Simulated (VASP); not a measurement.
VASP runs on TiS$_{2}$ (space group P4_2/mnm) share one base input (PBE GGA, plane waves, VASP's PBE PAW potentials (set 64)) and change the settings named in each case.

**INCAR**
```
# general
SYSTEM =TiS2
PREC   =Accurate
ENCUT  =300   # plane-wave cut-off (eV)
LREAL  =.False.
LASPH  =.True.   # aspherical one-centre terms

# electronic loop
EDIFF  =1E-6   # SCF stop (eV)
NELM   =100
ALGO   =Normal
LMAXMIX=4

# smearing
ISMEAR =-1   # Fermi-Dirac
SIGMA  =0.05   # width (eV)

# functional
GGA    =PE

# ions
ISIF   =2

# output
LWAVE  =.False.
LCHARG =.False.
```

POSCAR:
```
TiS2
1
    5.5992880000     0.0000000000     0.0000000000
    0.0000000000     5.5992880000     0.0000000000
    0.0000000000     0.0000000000     3.6059700000
Ti S
2 4
Direct
  0.0000000000   0.0000000000   0.0000000000
  0.5000000000   0.5000000000   0.5000000000
  0.3049600000   0.3049600000   0.0000000000
  0.8049600000   0.1950400000   0.5000000000
  0.1950400000   0.8049600000   0.5000000000
  0.6950400000   0.6950400000   0.0000000000
```

KPOINTS:
```
K-points
0
G
  3 3 5
```

POTCAR, in this order: Ti_sv S (PBE.64 set). Program: vasp_std.

```tsv
change	E(σ→0) (eV/atom)	pressure (GPa)	−TS (eV)
base run	-6.4668	4.69	-0.0142
GGA = PS	-6.8719	(withheld)	(withheld)
KPOINTS 1×1×1 Γ-centred mesh	-4.8985	21.43	-0.2577
LDAU = .TRUE., LDAUJ = 0 0, LDAUL = 2 -1, LDAUTYPE = 2, LDAUU = 1.0 0	-6.2283	(withheld)	(withheld)
```

Problem. Some entries are withheld; supply them.

Solution. 
- GGA = PS, pressure (GPa): 0.70
- GGA = PS, −TS (eV): -0.0138
- LDAU = .TRUE., LDAUJ = 0 0, LDAUL = 2 -1, LDAUTYPE = 2, LDAUU = 1.0 0, pressure (GPa): 5.58
- LDAU = .TRUE., LDAUJ = 0 0, LDAUL = 2 -1, LDAUTYPE = 2, LDAUU = 1.0 0, −TS (eV): -0.0140

Energies of different potentials or functionals have different zeros.  At 300 eV the pressure can carry a Pulay error.

Left out are runs that ran out of time, are held back, or changed the cell or the kind of run, fixed moments of cells without a moment, rows past the twelfth, gaps on odd meshes, pressures of charged cells and columns that move by less than the noise.

The structure was generated: TiS2 was put into an ordered model structure, which need not be its known phase. The cell was not relaxed at this level.
